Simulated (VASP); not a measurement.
Data:

```xyz
1
Lattice="-1.3876 1.3876 1.3876 1.3876 -1.3876 1.3876 1.3876 1.3876 -1.3876" Properties=species:S:1:pos:R:3 pbc="T T T"
Fe     0.0000     0.0000     0.0000
```
Starting moments (μB, in the order of the record's atoms Fe): 2.1.

Computed with PBE GGA with D3 dispersion (Becke-Johnson damping), VASP's PBE PAW potentials (set 64) (plane waves; VASP). Run with 520 eV cut-off, 18×18×18 Γ-centred mesh, first-order Methfessel-Paxton smearing of 0.10 eV, potentials Fe.

### Question
Give the stress tensor in GPa (positive for a compressed cell).

### Answer

```
7.44  0.00  0.00
0.00  7.44  0.00
0.00  0.00  7.44
```
The pressure is its mean diagonal, 7.44 GPa.

The compound is Fe in the bcc structure. This cell is one point of a volume scan, at 0.97 of the reference volume.
